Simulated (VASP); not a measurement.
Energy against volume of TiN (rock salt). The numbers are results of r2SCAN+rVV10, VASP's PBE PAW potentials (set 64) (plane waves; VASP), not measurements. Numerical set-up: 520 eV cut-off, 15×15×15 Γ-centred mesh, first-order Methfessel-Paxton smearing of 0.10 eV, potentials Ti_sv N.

```
V (Å³/atom)  E (eV/atom)
-----------  -----------
8.907          -12.80905
9.191          -12.83651
9.476          -12.84535
9.760          -12.83823
```

Problem. Fit these four points and predict the energy of the run at 10.044 Å³/atom.

Solution. A cubic in V^(−2/3), the third-order Birch-Murnaghan form, passes through the four points with V0 = 9.48 Å³/atom and B0 = 298 GPa, and gives -12.8175 eV/atom there. The run gave -12.8175 eV/atom, +0.0 meV/atom from the fit; all five points give B0 = 298 GPa.

The compound is TiN in the rock salt structure. It was relaxed first.
